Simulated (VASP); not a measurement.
An input for Ansatz (written as the equivalent of a VASP run, and not itself run):

Ansatz 0.2 input:
```yaml
crystal:
  lattice:
    - [0.0000000, 3.0873891, 3.0873891]
    - [3.0873891, 0.0000000, 3.0873891]
    - [3.0873891, 3.0873891, 0.0000000]
  atoms:
    - { symbol: Pb, position: [0.0000000, 0.0000000, 0.0000000] }
    - { symbol: Se, position: [0.5000000, 0.5000000, 0.5000000] }
kpoints:
  mp_grid: { grid: [7, 7, 7] }
hamiltonian:
  xc: r2scan
  pseudopotentials: { kind: paw }
scf:
  occupations: { method: gaussian, width: 0.05 }
  max_iter: 100
relax:
  max_steps: 60
  f_tol: 0.01
  cell: {}
output: { forces: true, stress: true, eigenvalues: true }
```

Q: Translate this input to VASP (INCAR, KPOINTS, POSCAR, choice of POTCAR).

A: Several could match; the one computed here: 
KPOINTS:
```
Automatic mesh
0
Gamma
7 7 7
0 0 0
```

**INCAR**
```
SYSTEM = PbSe
PREC = Accurate
ENCUT = 400
EDIFF = 1E-6
NELM = 100
ALGO = Normal
LREAL = .FALSE.
LASPH = .TRUE.
ISMEAR = 0
SIGMA = 0.05
METAGGA = R2SCAN
LMIXTAU = .TRUE.
LMAXMIX = 4
LWAVE = .FALSE.
LCHARG = .FALSE.
IBRION = 2
ISIF = 3
NSW = 60
EDIFFG = -0.01
```

### POSCAR
```
PbSe
1.0
  0.0000000000   3.0873891351   3.0873891351
  3.0873891351   0.0000000000   3.0873891351
  3.0873891351   3.0873891351   0.0000000000
Pb Se
1 1
Cartesian
  0.0000000000   0.0000000000   0.0000000000
  3.0873891351   3.0873891351   3.0873891351
```

POTCAR, in this order: Pb_d Se (PBE.64 set). Program: vasp_std.

Limits of the translation: each code has its own PAW files, so the cut-off isn't converted (ENCUT is set for VASP's; basis.ecutwfc is left out, and Ansatz then takes the one that its files recommend); Ansatz stops its SCF on the density residual and VASP on the energy change (EDIFF).

The compound is PbSe in the rock salt structure. It was relaxed first. The start is the result of an earlier pass.
